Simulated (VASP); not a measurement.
## SnO₂ (relaxed from the CdI2 structure, space group P-3m1): computed properties

Calculation: r2SCAN meta-GGA, VASP's PBE PAW potentials (set 64) (plane waves; VASP).

- space group = P-3m1 (164)
- cell = a = 3.1994 Å, b = 3.1994 Å, c = 4.7981 Å, α = 90.00°, β = 90.00°, γ = 120.00°
- volume per atom = 14.18 Å³/atom
- band gap (over mesh and band path) = 2.73 eV
- smallest direct gap (over mesh and band path) = 2.89 eV
- band-edge character = indirect, K-Γ at 0.60 to Γ
- density = 5.88 g/cm³

```cif
data_O2Sn
_chemical_formula_sum 'Sn1 O2'
_space_group_name_H-M_alt 'P-3m1'
_space_group_IT_number 164
_space_group_name_Hall '-P 3 2"'
_cell_length_a 3.19942
_cell_length_b 3.19942
_cell_length_c 4.79808
_cell_angle_alpha 90.000
_cell_angle_beta 90.000
_cell_angle_gamma 120.000
loop_
_atom_site_label
_atom_site_type_symbol
_atom_site_symmetry_multiplicity
_atom_site_Wyckoff_symbol
_atom_site_fract_x
_atom_site_fract_y
_atom_site_fract_z
_atom_site_occupancy
Sn1 Sn 1 a 0.00000 0.00000 0.00000 1
O1 O 2 d 0.33333 0.66667 0.20656 1
```

The path is coarsely sampled, so an indirect gap can come out somewhat too large. Unless said otherwise, spin-orbit coupling is left out, though it shifts the bands of the heavy elements here.

The structure was generated: SnO2 was put into the CdI2 type (P-3m1), which need not be its known phase. It was relaxed first, which changed the volume by +12 %. Symmetry was kept, so distortions that lower it aren't found.
